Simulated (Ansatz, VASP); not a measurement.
# Cross-check of InGa2 between VASP and Ansatz, part 2 of 2

Aim: how closely do two programs agree when they are given the same cell, functional and k mesh? The cell is generated by rule, not measured, and may not be a known phase. The cell is taken from a series of runs on this material, whose earlier steps may have relaxed, scaled, displaced or heated it; both programs get it as it stands.

VASP 6.6.1 and Ansatz 0.2.0.

So far: The structure; Ansatz: zone-centre phonons, PBEsol.

**3. VASP: zone-centre phonons, PBEsol**

Level of this step: PBEsol; plane waves and PAW (In_d, Ga_d); invented cell (VASP).

The same cell, functional, mesh and smearing now go to VASP, with its own data sets.

Lines of VASP's logs that name or quote its potential files are left out, and so is its time.

File INCAR:

```
SYSTEM = InGa2
PREC = Accurate
ENCUT = 500
EDIFF = 1E-08
NELM = 120
ISMEAR = 1
SIGMA = 0.2
LREAL = .FALSE.
ALGO = Normal
GGA = PS
NBANDS = 25
LORBIT = 11
LWAVE = .FALSE.
LCHARG = .FALSE.
ISIF = 2
IBRION = 8
LASPH = .TRUE.
GGA_COMPAT = .FALSE.
KPAR = 2
```

File POSCAR:

```
InGa2
1.0
    4.7225845166      0.0000000000      0.0000000000
   -2.3612922583      4.0898781629      0.0000000000
    0.0000000000      0.0000000000      3.2159696864
In Ga
1 2
Direct
    0.0000000000      0.0000000000      0.0000000000
    0.3333333333      0.6666666667      0.5000000000
    0.6666666667      0.3333333333      0.5000000000
```

File KPOINTS:

```
Automatic mesh
0
Gamma
12 12 12
0 0 0
```

PAW data sets: In_d and Ga_d (PBE family, release 64).

Run with:

```bash
mpirun -np 2 vasp_std
```

Numbers of over 12 decimals in the logs are rounded to 6 here.

Output:

```text
[banner, memory and clock lines left out]
running    2 mpi-ranks, on    1 nodes
 distrk:  each k-point on    1 cores,    2 groups
 distr:  one band on    1 cores,    1 groups

 POSCAR found type information on POSCAR InGa
 POSCAR found :  2 types and       3 ions
|                                                                             |
|               ----> ADVICE to this user running VASP <----                  |
|                                                                             |
|     You enforced a specific xc type in the INCAR file but a different       |
|     [... a line on the potential file left out ...]
|     I HOPE YOU KNOW WHAT YOU ARE DOING!                                     |
|                                                                             |

 LDA part: xc-table for (Slater+PW92), standard interpolation
 POSCAR, INCAR and KPOINTS ok, starting setup
 FFT: planning ... GRIDC
 FFT: planning ... GRID_SOFT
 FFT: planning ... GRID
 WAVECAR not read
 entering main loop
       N       E                     dE             d eps       ncg     rms          rms(c)
DAV:   1     0.264630518616E+03    0.26463E+03   -0.18850E+04  6746   0.259E+03
DAV:   2     0.164964346912E+02   -0.24813E+03   -0.24463E+03  6901   0.471E+02
DAV:   3    -0.894724077319E+01   -0.25444E+02   -0.25242E+02  7677   0.147E+02
DAV:   4    -0.964667215578E+01   -0.69943E+00   -0.69842E+00  8018   0.261E+01
DAV:   5    -0.967825349785E+01   -0.31581E-01   -0.31579E-01 10610   0.494E+00    0.307E+00
DAV:   6    -0.955122768288E+01    0.12703E+00   -0.24725E-01  8745   0.782E+00    0.155E+00
DAV:   7    -0.952578522117E+01    0.25442E-01   -0.77029E-02  9927   0.363E+00    0.351E-01
DAV:   8    -0.952372207038E+01    0.20632E-02   -0.11552E-02  7581   0.146E+00    0.804E-02
DAV:   9    -0.952367608869E+01    0.45982E-04   -0.47468E-04 10141   0.222E-01    0.629E-02
DAV:  10    -0.952367418599E+01    0.19027E-05   -0.51837E-05  7743   0.120E-01    0.955E-03
DAV:  11    -0.952367358633E+01    0.59966E-06   -0.72024E-06  9095   0.428E-02    0.299E-03
DAV:  12    -0.952367341948E+01    0.16685E-06   -0.98146E-07  9741   0.107E-02    0.222E-03
DAV:  13    -0.952367343699E+01   -0.17509E-07   -0.63443E-08  7440   0.249E-03    0.682E-04
DAV:  14    -0.952367343718E+01   -0.19190E-09   -0.76994E-09  4316   0.987E-04
   1 F= -.95236734E+01 E0= -.95238698E+01  d E =0.589131E-03
 Linear response reoptimize wavefunctions to high precision
DAV:   1    -0.952367343101E+01    0.61673E-08   -0.12126E-09  4277   0.427E-04
DAV:   2    -0.952367343105E+01   -0.41837E-10   -0.43897E-10  3962   0.265E-04
 Linear response DOF=           4
 Linear response progress:
  Degree of freedom:   1/  4
       N       E                     dE             d eps       ncg     rms          rms(c)
RMM:   1    -0.237682319454E+00   -0.23768E+00   -0.12338E-01 21050   0.349E+00
RMM:   2    -0.240239369507E+00   -0.25571E-02   -0.24338E-02 27082   0.106E+00    0.104E-01
RMM:   3    -0.240315238226E+00   -0.75869E-04   -0.31822E-03 28164   0.405E-01    0.220E-02
RMM:   4    -0.240252247703E+00    0.62991E-04   -0.46757E-04 28273   0.172E-01    0.276E-02
RMM:   5    -0.240267566639E+00   -0.15319E-04   -0.93332E-05 28557   0.759E-02    0.223E-02
RMM:   6    -0.240312963881E+00   -0.45397E-04   -0.20960E-05 28384   0.348E-02    0.784E-03
RMM:   7    -0.240289388987E+00    0.23575E-04   -0.50409E-06 27904   0.148E-02    0.187E-03
RMM:   8    -0.240284888261E+00    0.45007E-05   -0.12883E-06 29901   0.670E-03    0.303E-03
RMM:   9    -0.240289794255E+00   -0.49060E-05   -0.66100E-07 28319   0.310E-03    0.207E-03
RMM:  10    -0.240308551554E+00   -0.18757E-04   -0.43799E-07 28779   0.193E-03    0.433E-03
RMM:  11    -0.240295554555E+00    0.12997E-04   -0.33518E-07 28233   0.132E-03    0.568E-04
RMM:  12    -0.240293202430E+00    0.23521E-05   -0.23551E-07 30405   0.886E-04    0.227E-04
RMM:  13    -0.240293083621E+00    0.11881E-06   -0.18622E-07 28925   0.699E-04    0.175E-04
RMM:  14    -0.240293077524E+00    0.60980E-08   -0.19269E-07 29839   0.620E-04    0.446E-05
[...]
RMM:  23    -0.240293210286E+00    0.62173E-09   -0.14803E-07 31693   0.554E-04    0.433E-07
RMM:  24    -0.240293210022E+00    0.26383E-09   -0.14984E-07 31918   0.554E-04    0.533E-07
RMM:  25    -0.240293210025E+00   -0.28166E-11   -0.15156E-07 31791   0.554E-04    0.709E-07
RMM:  26    -0.240293209935E+00    0.89475E-10   -0.14393E-07 32088   0.553E-04    0.320E-07
RMM:  27    -0.240293209981E+00   -0.46115E-10   -0.15307E-07 32043   0.554E-04    0.403E-07
RMM:  28    -0.240293210018E+00   -0.36238E-10   -0.15777E-07 32268   0.553E-04    0.204E-07
RMM:  29    -0.240293209619E+00    0.39856E-09   -0.15110E-07 32312   0.554E-04    0.169E-07
RMM:  30    -0.240293209360E+00    0.25852E-09   -0.12879E-07 32558   0.553E-04    0.993E-08
 first order change of Fermi-energy  -0.55381E-04
 force on displaced ion       1 direction 1 :  -2.409  -0.000   0.000
 Linear response progress:
  Degree of freedom:   2/  4
       N       E                     dE             d eps       ncg     rms          rms(c)
RMM:   1    -0.226747309630E+00   -0.22675E+00   -0.12124E-01  9637   0.330E+00
RMM:   2    -0.229928016660E+00   -0.31807E-02   -0.19824E-02 11800   0.907E-01    0.781E-02
RMM:   3    -0.229924312783E+00    0.37039E-05   -0.22926E-03 12196   0.324E-01    0.190E-02
RMM:   4    -0.229802954716E+00    0.12136E-03   -0.32633E-04 12402   0.132E-01    0.228E-02
RMM:   5    -0.229796324551E+00    0.66302E-05   -0.49513E-05 12354   0.530E-02    0.975E-03
RMM:   6    -0.229784913762E+00    0.11411E-04   -0.89883E-06 12360   0.224E-02    0.355E-03
RMM:   7    -0.229767429558E+00    0.17484E-04   -0.18336E-06 12444   0.913E-03    0.124E-03
RMM:   8    -0.229767954355E+00   -0.52480E-06   -0.47472E-07 12744   0.419E-03    0.121E-03
RMM:   9    -0.229775719474E+00   -0.77651E-05   -0.29331E-07 12486   0.213E-03    0.542E-04
RMM:  10    -0.229771754367E+00    0.39651E-05   -0.19033E-07 12744   0.120E-03    0.167E-03
RMM:  11    -0.229773692580E+00   -0.19382E-05   -0.17518E-07 12237   0.816E-04    0.468E-04
RMM:  12    -0.229773181099E+00    0.51148E-06   -0.19441E-07 13412   0.633E-04    0.306E-04
RMM:  13    -0.229773174645E+00    0.64540E-08   -0.35942E-07 13107   0.552E-04    0.320E-04
RMM:  14    -0.229773202720E+00   -0.28075E-07   -0.31533E-07 13637   0.514E-04    0.466E-04
[...]
RMM:  22    -0.229773840409E+00   -0.23570E-08   -0.18377E-07 13742   0.477E-04    0.167E-06
RMM:  23    -0.229773840879E+00   -0.46973E-09   -0.17359E-07 13601   0.476E-04    0.117E-06
RMM:  24    -0.229773841244E+00   -0.36469E-09   -0.17327E-07 13732   0.476E-04    0.558E-07
RMM:  25    -0.229773841434E+00   -0.19053E-09   -0.17762E-07 13672   0.476E-04    0.614E-07
RMM:  26    -0.229773841304E+00    0.13017E-09   -0.16620E-07 13841   0.476E-04    0.451E-07
RMM:  27    -0.229773841469E+00   -0.16528E-09   -0.16391E-07 13797   0.476E-04    0.472E-07
RMM:  28    -0.229773841076E+00    0.39301E-09   -0.16448E-07 13938   0.476E-04    0.549E-07
RMM:  29    -0.229773840740E+00    0.33695E-09   -0.15002E-07 13923   0.476E-04    0.524E-07
 first order change of Fermi-energy   0.13300E-03
 force on displaced ion       1 direction 3 :   0.000   0.000  -1.031
 Linear response progress:
  Degree of freedom:   3/  4
       N       E                     dE             d eps       ncg     rms          rms(c)
RMM:   1    -0.167824122924E+00   -0.16782E+00    0.16737E-02 34145   0.532E+00
RMM:   2    -0.168146950984E+00   -0.32283E-03   -0.34479E-02 45458   0.120E+00    0.390E-02
RMM:   3    -0.167960349471E+00    0.18660E-03   -0.33965E-03 48414   0.423E-01    0.234E-02
RMM:   4    -0.167889541664E+00    0.70808E-04   -0.70392E-04 49413   0.179E-01    0.501E-03
RMM:   5    -0.167893077901E+00   -0.35362E-05   -0.20364E-04 49690   0.786E-02    0.327E-03
RMM:   6    -0.167890725066E+00    0.23528E-05   -0.53252E-05 49837   0.363E-02    0.858E-04
RMM:   7    -0.167892447901E+00   -0.17228E-05   -0.22221E-05 50020   0.172E-02    0.912E-04
RMM:   8    -0.167894771595E+00   -0.23237E-05   -0.60598E-06 49384   0.856E-03    0.320E-04
RMM:   9    -0.167895188114E+00   -0.41652E-06   -0.32300E-06 49935   0.433E-03    0.159E-04
RMM:  10    -0.167894796864E+00    0.39125E-06   -0.18273E-06 49059   0.236E-03    0.171E-04
RMM:  11    -0.167894946325E+00   -0.14946E-06   -0.90102E-07 49628   0.137E-03    0.152E-04
RMM:  12    -0.167894235073E+00    0.71125E-06   -0.51226E-07 44729   0.928E-04    0.434E-04
RMM:  13    -0.167895264818E+00   -0.10297E-05   -0.29865E-07 46337   0.717E-04    0.712E-05
RMM:  14    -0.167895363706E+00   -0.98888E-07   -0.21935E-07 51815   0.557E-04    0.449E-05
[...]
RMM:  21    -0.167895479305E+00   -0.91481E-08   -0.11233E-07 56840   0.390E-04    0.201E-06
RMM:  22    -0.167895482579E+00   -0.32736E-08   -0.11242E-07 57388   0.388E-04    0.156E-06
RMM:  23    -0.167895484927E+00   -0.23481E-08   -0.11280E-07 57772   0.388E-04    0.923E-07
RMM:  24    -0.167895486636E+00   -0.17089E-08   -0.10884E-07 58555   0.387E-04    0.534E-07
RMM:  25    -0.167895486565E+00    0.71117E-10   -0.11145E-07 57697   0.387E-04    0.602E-07
RMM:  26    -0.167895486847E+00   -0.28228E-09   -0.11015E-07 57884   0.387E-04    0.428E-07
RMM:  27    -0.167895487177E+00   -0.33034E-09   -0.10842E-07 57708   0.387E-04    0.149E-07
RMM:  28    -0.167895487380E+00   -0.20264E-09   -0.10810E-07 57673   0.387E-04    0.626E-08
 first order change of Fermi-energy  -0.26705E-04
 force on displaced ion       2 direction 1 :  -3.450  -0.001   0.000
 Linear response progress:
  Degree of freedom:   4/  4
       N       E                     dE             d eps       ncg     rms          rms(c)
RMM:   1    -0.159233240856E+00   -0.15923E+00    0.83808E-02 12895   0.538E+00
RMM:   2    -0.160396254726E+00   -0.11630E-02   -0.22283E-02 16530   0.103E+00    0.217E-02
RMM:   3    -0.160508477909E+00   -0.11222E-03   -0.29662E-03 17675   0.372E-01    0.138E-02
RMM:   4    -0.160426348929E+00    0.82129E-04   -0.61601E-04 17987   0.152E-01    0.465E-03
RMM:   5    -0.160456742700E+00   -0.30394E-04   -0.12278E-04 18366   0.642E-02    0.285E-03
RMM:   6    -0.160467696867E+00   -0.10954E-04   -0.24956E-05 18334   0.291E-02    0.361E-04
RMM:   7    -0.160465576601E+00    0.21203E-05   -0.64034E-06 18464   0.135E-02    0.234E-04
RMM:   8    -0.160465353626E+00    0.22297E-06   -0.17186E-06 18518   0.663E-03    0.112E-04
RMM:   9    -0.160466468613E+00   -0.11150E-05   -0.39206E-07 18266   0.327E-03    0.671E-05
RMM:  10    -0.160466369202E+00    0.99411E-07   -0.80247E-08 18255   0.177E-03    0.426E-05
RMM:  11    -0.160465723055E+00    0.64615E-06   -0.54470E-08 17873   0.105E-03    0.424E-05
RMM:  12    -0.160465568010E+00    0.15504E-06   -0.37333E-08 18740   0.715E-04    0.869E-05
RMM:  13    -0.160465927745E+00   -0.35973E-06   -0.47949E-08 18492   0.544E-04    0.549E-05
RMM:  14    -0.160465973212E+00   -0.45467E-07   -0.34858E-08 19585   0.451E-04    0.545E-05
RMM:  15    -0.160465974505E+00   -0.12935E-08   -0.37111E-08 19295   0.402E-04    0.617E-05
 first order change of Fermi-energy  -0.11359E-03
 force on displaced ion       2 direction 3 :  -0.000   0.000  -0.294
 Linear response finished
```

From OUTCAR (step 3):

```text
ion  position               nearest neighbor table
   1  0.000  0.000  0.000-   2 3.17   3 3.17   2 3.17   3 3.17   3 3.17   3 3.17   2 3.17   2 3.17
                             3 3.17   3 3.17   2 3.17   2 3.17
   2  0.333  0.667  0.500-   3 2.73   3 2.73   3 2.73   1 3.17   1 3.17   1 3.17   1 3.17   1 3.17
                             1 3.17
   3  0.667  0.333  0.500-   2 2.73   2 2.73   2 2.73   1 3.17   1 3.17   1 3.17   1 3.17   1 3.17
                             1 3.17

  LATTYP: Found a hexagonal cell.
 ALAT       =     4.7225845166
 C/A-ratio  =     0.6809766294

 Subroutine GETGRP returns: Found 24 space group operations
 (whereof 24 operations were pure point group operations)

The static configuration has the point symmetry D_6h.

 Found    133 irreducible k-points:

   k-points           NKPTS =    133   k-points in BZ     NKDIM =    133   number of bands    NBANDS=     25

   dimension x,y,z NGX =    36 NGY =   36 NGZ =   24
   dimension x,y,z NGXF=    72 NGYF=   72 NGZF=   48

   ENCUT  =  500.0 eV  36.75 Ry    6.06 a.u.   8.61  8.61  5.86*2*pi/ulx,y,z

   NELECT =      39.0000    total number of electrons

 k-points in reciprocal lattice and weights: Automatic mesh
   0.00000000  0.00000000  0.00000000       0.001
   0.08333333  0.00000000  0.00000000       0.003
   0.16666667  0.00000000  0.00000000       0.003
   0.25000000  0.00000000  0.00000000       0.003
   0.33333333  0.00000000  0.00000000       0.003
   0.41666667  0.00000000  0.00000000       0.003
   0.50000000  0.00000000  0.00000000       0.002
   0.08333333  0.08333333  0.00000000       0.003
   0.16666667  0.08333333  0.00000000       0.007
[...]
0.33333333  0.25000000  0.50000000       0.007
   0.33333333  0.33333333  0.50000000       0.001

 average (electrostatic) potential at core
       1 -94.5367       2 -63.6636       3 -63.6636

  Total        0.0117027      0.0117027      0.0023882      0.0000000     -0.0000000      0.0000000
  in kB        0.3018520      0.3018520      0.0616001      0.0000000     -0.0000000      0.0000000
  external PRESSURE =       0.2217681 kB  Pullay stress =       0.0000000 kB

  energy-cutoff  :      500.00
  volume of cell :       62.12
      direct lattice vectors                 reciprocal lattice vectors
     4.722584517  0.000000000  0.000000000     0.211748460  0.122253031  0.000000000
    -2.361292258  4.089878163  0.000000000     0.000000000  0.244506061  0.000000000
     0.000000000  0.000000000  3.215969686     0.000000000  0.000000000  0.310948205

 POSITION                                       TOTAL-FORCE (eV/Angst)
 -----------------------------------------------------------------------------------
      0.00000      0.00000      0.00000         0.000000      0.000000     -0.000000
     -0.00000      2.72659      1.60798        -0.000000     -0.000000      0.000000
      2.36129      1.36329      1.60798         0.000000      0.000000     -0.000000
 -----------------------------------------------------------------------------------
    total drift:                                0.000000      0.000000     -0.000000

 Eigenvectors and eigenvalues of the dynamical matrix
 ----------------------------------------------------

   1 f  =    4.456397 THz    28.000365 2PiTHz  148.649388 cm-1    18.430167 meV
             X         Y         Z           dx          dy          dz
      0.000000  0.000000  0.000000     0.000000   -0.000000    0.000000
     -0.000000  2.726585  1.607985     0.000032    0.707107   -0.000000
      2.361292  1.363293  1.607985    -0.000032   -0.707107    0.000000

   2 f  =    4.456397 THz    28.000365 2PiTHz  148.649388 cm-1    18.430167 meV
             X         Y         Z           dx          dy          dz
      0.000000  0.000000  0.000000     0.000000   -0.000000    0.000000
     -0.000000  2.726585  1.607985    -0.707107    0.000032    0.000000
      2.361292  1.363293  1.607985     0.707107   -0.000032   -0.000000

   3 f  =    3.075562 THz    19.324325 2PiTHz  102.589699 cm-1    12.719496 meV
             X         Y         Z           dx          dy          dz
      0.000000  0.000000  0.000000     0.000011    0.736349    0.000000
     -0.000000  2.726585  1.607985    -0.000007   -0.478430   -0.000000
      2.361292  1.363293  1.607985    -0.000007   -0.478430   -0.000000

   4 f  =    3.075562 THz    19.324325 2PiTHz  102.589699 cm-1    12.719496 meV
             X         Y         Z           dx          dy          dz
      0.000000  0.000000  0.000000     0.736349   -0.000011   -0.000000
     -0.000000  2.726585  1.607985    -0.478430    0.000007   -0.000000
      2.361292  1.363293  1.607985    -0.478430    0.000007   -0.000000

   5 f  =    1.998394 THz    12.556277 2PiTHz   66.659234 cm-1     8.264688 meV
             X         Y         Z           dx          dy          dz
      0.000000  0.000000  0.000000    -0.000000   -0.000000    0.741325
     -0.000000  2.726585  1.607985    -0.000000   -0.000000   -0.474572
      2.361292  1.363293  1.607985     0.000000    0.000000   -0.474572

   6 f  =    0.515123 THz     3.236613 2PiTHz   17.182652 cm-1     2.130376 meV
             X         Y         Z           dx          dy          dz
      0.000000  0.000000  0.000000     0.000000    0.000000    0.000000
     -0.000000  2.726585  1.607985     0.000000    0.000000    0.707107
      2.361292  1.363293  1.607985     0.000000    0.000000   -0.707107

   7 f/i=    0.002284 THz     0.014353 2PiTHz    0.076195 cm-1     0.009447 meV
             X         Y         Z           dx          dy          dz
      0.000000  0.000000  0.000000     0.000000   -0.000000    0.671146
     -0.000000  2.726585  1.607985     0.000000   -0.000000    0.524196
      2.361292  1.363293  1.607985     0.000000   -0.000000    0.524196

   8 f/i=    0.019196 THz     0.120611 2PiTHz    0.640307 cm-1     0.079388 meV
             X         Y         Z           dx          dy          dz
      0.000000  0.000000  0.000000    -0.631906   -0.241837   -0.000000
     -0.000000  2.726585  1.607985    -0.486282   -0.186105   -0.000000
      2.361292  1.363293  1.607985    -0.486282   -0.186105   -0.000000

   9 f/i=    0.019196 THz     0.120611 2PiTHz    0.640307 cm-1     0.079388 meV
             X         Y         Z           dx          dy          dz
      0.000000  0.000000  0.000000     0.241837   -0.631906   -0.000000
     -0.000000  2.726585  1.607985     0.186105   -0.486282   -0.000000
      2.361292  1.363293  1.607985     0.186105   -0.486282   -0.000000

 ELASTIC MODULI CONTR FROM IONIC RELAXATION (kBar)
 Direction    XX          YY          ZZ          XY          YZ          ZX
 --------------------------------------------------------------------------------
 XX          -9.2711      9.2711      0.0000      0.0000      0.0000      0.0000
 YY           9.2711     -9.2711      0.0000     -0.0000     -0.0000      0.0000
 ZZ           0.0000      0.0000      0.0000      0.0000      0.0000      0.0000
 XY           0.0000     -0.0000      0.0000     -9.2711     -0.0000      0.0000
 YZ           0.0000     -0.0000      0.0000     -0.0000     -0.0000      0.0000
 ZX           0.0000      0.0000      0.0000      0.0000      0.0000      0.0000
 --------------------------------------------------------------------------------
```

**4. Comparison**

Known differences besides the potentials themselves: the cutoff is 420 eV in Ansatz and 500 eV in VASP; Ansatz makes its cores anew for this functional, VASP keeps those of its PBE data sets. Total energies have different zeros and are not compared.

The two programs side by side:

| quantity | Ansatz | VASP | difference |
| --- | --- | --- | --- |
| optical mode 1 (cm⁻¹) | 18.8 | 17.2 | +1.6 |
| optical mode 2 (cm⁻¹) | 66.6 | 66.7 | -0.06 % |
| optical mode 3 to 4 (cm⁻¹) | 102.5 | 102.6 | -0.04 % |
| optical mode 5 to 6 (cm⁻¹) | 148.0 | 148.6 | -0.44 % |

Modes are paired by rising frequency, not by their patterns, so a pair may set unlike modes beside each other; they are those without the splitting of longitudinal modes.

**5. Results**

| Item | Value |
| --- | --- |
| r.m.s. difference of the optical zone-centre modes, each program's sorted by frequency (zone-centre phonons, PBEsol) | 0.75 cm⁻¹ |

What this shows: The r.m.s. difference of the optical zone-centre modes, each program's sorted by frequency is 0.75 cm⁻¹ (zone-centre phonons, PBEsol). How closely two codes agree says nothing of how well the functional describes the real material.

[Lines on the potential files, build, host, timing and source positions are cut from VASP's logs without a mark.]

[Logs are printed without paths, hosts, clocks, repeated set-up lines and the standing remarks that a program may print on its own settings, such as how far it seeks lower states.]

[Hosts, paths, dates, database ids (printed as entryN), source tags and the programs' standing remarks are cut or masked in the printed files.]
